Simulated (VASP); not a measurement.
VASP input:

INCAR:
```
! general
SYSTEM   =  V
PREC     =  Accurate
ENCUT    =  520   ! plane-wave cut-off (eV)
LREAL    =  F
LASPH    =  T

! electronic loop
EDIFF    =  1E-6   ! SCF stop (eV)
NELM     =  100
ALGO     =  Normal
LMAXMIX  =  4

! smearing
ISMEAR   =  1   ! Methfessel-Paxton
SIGMA    =  0.1

! functional
GGA      =  PE   ! PBE
IVDW     =  12   ! D3, Becke-Johnson

! ions
IBRION   =  2   ! conjugate gradients
NSW      =  60
ISIF     =  3
EDIFFG   =  -0.01   ! ionic stop

! output
LWAVE    =  F
LCHARG   =  F
```

KPOINTS:
```
Automatic
0
G
16 16 16
```

File POSCAR:
```
V
1
   -1.4757092153     1.4757092153     1.4757092153
    1.4757092153    -1.4757092153     1.4757092153
    1.4757092153     1.4757092153    -1.4757092153
V
1
Direct
  1.0000000000   0.0000000000   1.0000000000
```

POTCAR, in this order: V_sv (PBE.64 set). Program: vasp_std.

Problem. Write an equivalent input for Quantum ESPRESSO's pw.x.

Solution. One equivalent input (not run):
```
&CONTROL
  calculation = 'vc-relax'
  pseudo_dir = './pseudo'
  outdir = './out'
  tprnfor = .true.
  tstress = .true.
  nstep = 60
  forc_conv_thr = 0.00039
/
&SYSTEM
  ibrav = 0
  nat = 1
  ntyp = 1
  ecutwfc = 84
  occupations = 'smearing'
  smearing = 'methfessel-paxton'
  degauss = 0.00735
  input_dft = 'pbe'
  vdw_corr = 'grimme-d3'
  dftd3_version = 4
  dftd3_threebody = .false.
/
&ELECTRONS
  conv_thr = 7.3e-08
  electron_maxstep = 100
/
&IONS
/
&CELL
/
ATOMIC_SPECIES
  V 50.941 V.upf
CELL_PARAMETERS angstrom
    -1.4757092    1.4757092    1.4757092
     1.4757092   -1.4757092    1.4757092
     1.4757092    1.4757092   -1.4757092
ATOMIC_POSITIONS crystal
  V    1.0000000  0.0000000  1.0000000
K_POINTS automatic
  16 16 16 0 0 0
```
What does not carry over: the potentials are each code's own (VASP's PAW set, PseudoDojo norm-conserving files in pw.x), so ENCUT and ecutwfc are chosen apart and not converted; conv_thr bounds pw.x's estimated SCF error, while EDIFF bounds the energy change between steps; forc_conv_thr acts on force components and is met together with etot_conv_thr.

The compound is V in the bcc structure. It was relaxed first, which changed the volume by -8 %. The start is the result of an earlier pass.
